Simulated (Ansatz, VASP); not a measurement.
**Ca3AsP: VASP beside Ansatz**

INCAR

```
SYSTEM = Ca3AsP
ALGO = Normal
EDIFF = 1E-7
EDIFFG = -0.01
ENCUT = 600
GGA = RP
IBRION = 2
ISIF = 3
ISMEAR = -1
LASPH = .True.
LCHARG = .False.
LREAL = .False.
LWAVE = .False.
NELM = 100
NSW = 60
PREC = Accurate
SIGMA = 0.05
```

The input KPOINTS:

```
k-points
0
Gamma
  5 5 5
  0 0 0
```

File POSCAR:

```
Ca3AsP
1.0
    5.3338990000      0.0000000000      0.0000000000
    0.0000000000      5.3338990000      0.0000000000
    0.0000000000      0.0000000000      5.3338990000
As Ca P
1 3 1
Direct
    0.0000000000      0.0000000000      0.0000000000
    0.5000000000      0.5000000000      0.0000000000
    0.5000000000      0.0000000000      0.5000000000
    0.0000000000      0.5000000000      0.5000000000
    0.5000000000      0.5000000000      0.5000000000
```

Contents of input.yaml:

```yaml
crystal:
  lattice:
    - [5.333899, 0.0, 0.0]
    - [0.0, 5.333899, 0.0]
    - [0.0, 0.0, 5.333899]
  atoms:
    - { symbol: As, position: [0.0, 0.0, 0.0] }
    - { symbol: Ca, position: [0.5, 0.5, 0.0] }
    - { symbol: Ca, position: [0.5, 0.0, 0.5] }
    - { symbol: Ca, position: [0.0, 0.5, 0.5] }
    - { symbol: P, position: [0.5, 0.5, 0.5] }
hamiltonian:
  xc: rpbe
  pseudopotentials: { kind: paw }
kpoints:
  mp_grid: { grid: [5, 5, 5] }
scf:
  occupations: { method: fermi_dirac, width: 0.05 }
output:
  forces: true
  stress: true
  eigenvalues: true
relax:
  f_tol: 0.01
  max_steps: 40
  cell: { stress_tol: 0.05 }
```

The cell comes from a database or a generator and needn't be the stable form of this composition.

Alike in both runs: task relaxation of cell and atoms; functional RPBE; k mesh 5 × 5 × 5; occupations fermi-dirac, width 0.05 eV; no spin polarisation.

```csv
,VASP,Ansatz
version,VASP 6.6.1,Ansatz 0.2.0
potentials or method,"VASP PAW PBE potentials, release 64 (As, Ca_sv, P)",Ansatz PAW
plane-wave cutoff (eV),600,420
valence electrons in the cell,40,50
```

|  | VASP | Ansatz | Ansatz less VASP |
| --- | --- | --- | --- |
| gap on the k mesh at the Fermi level, each at its own relaxed structure (eV) | 0.21 | 0.23 | +0.013 |
| relaxed volume (Å³/atom) | 31.41 | 31.32 | -0.093 |
| relaxed cell length with the largest relative difference (Å) | 5.395 | 5.390 | -0.0053 |
| energy change over the relaxation (meV/atom) | -4 | -4 | +0.7 |

The two sets of potentials don't hold the same shells in valence.

Caveats: the PAW data sets were made with another functional, which shifts forces and pressure a little (VASP); odd divisions of the mesh miss points on the zone boundary, where band edges often lie, so the gap on the mesh can be too wide (Ansatz); the plane-wave basis is chosen anew once the cell has moved, so the energies of steps on either side of that aren't comparable (Ansatz); the PAW data sets come from PBE, with cores solved anew for the run's functional, which leaves a small shift of forces and pressure (Ansatz).
